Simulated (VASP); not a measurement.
A convergence study with VASP on BAs (zinc blende): one setting is varied, all else stays as given below, so the limit is that of these other settings.

```
CELL_PARAMETERS angstrom
      0.00000     2.39000     2.39000
      2.39000     0.00000     2.39000
      2.39000     2.39000     0.00000
ATOMIC_POSITIONS crystal
  B  0.00000 0.00000 0.00000
  As 0.25000 0.25000 0.25000
```

Method: PBE GGA, VASP's PBE PAW potentials (set 64) (plane waves; VASP 6.6.1). The tightest run used: 700 eV cut-off, 19×19×19 Γ-centred mesh, Gaussian smearing of 0.050 eV, potentials B As.

The reference is 19×19×19 mesh, which took about 2 core-minutes. The timings are rough (shared machines, no repeats); factors under 2 mean little.

Question: Of the settings 1×1×1 mesh; 2×2×2 mesh; 3×3×3 mesh; 4×4×4 mesh; 5×5×5 mesh; 6×6×6 mesh; 7×7×7 mesh; 8×8×8 mesh; 9×9×9 mesh; 10×10×10 mesh; 11×11×11 mesh; 12×12×12 mesh; 13×13×13 mesh; 14×14×14 mesh; 15×15×15 mesh; 16×16×16 mesh; 17×17×17 mesh; 18×18×18 mesh; 19×19×19 mesh, which is the lowest that keeps the difference from the reference in the stress, largest component (GPa) within 0.2 from there on, and what does it cost?

Answer: 5×5×5 mesh; its cost over the reference is about 1/10.
```csv
setting,"difference in the stress, largest component (GPa)",cost over the reference
1×1×1 mesh,105.03,about 1/20
2×2×2 mesh,11.96,about 1/20
3×3×3 mesh,2.37,about 1/10
4×4×4 mesh,0.60,about 1/20
5×5×5 mesh,0.16,about 1/10
6×6×6 mesh,0.04,about 1/10
7×7×7 mesh,0.01,about 1/9
8×8×8 mesh,0.00,about 1/9
9×9×9 mesh,0.00,about 1/7
10×10×10 mesh,0.00,about 1/6
11×11×11 mesh,0.00,about 1/5
12×12×12 mesh,0.00,about 1/4
13×13×13 mesh,0.00,about 1/4
14×14×14 mesh,0.00,about 1/3
15×15×15 mesh,0.00,about 1/2
16×16×16 mesh,0.00,about 1/2
17×17×17 mesh,0.00,within a factor of 2
18×18×18 mesh,0.00,within a factor of 2
19×19×19 mesh,0.00,reference
```

Left out are rungs that failed or repeat a setting and relaxations that didn't move; long series are thinned to 24 rows.

The compound is BAs in the zinc blende structure. The cell was not relaxed at this level.
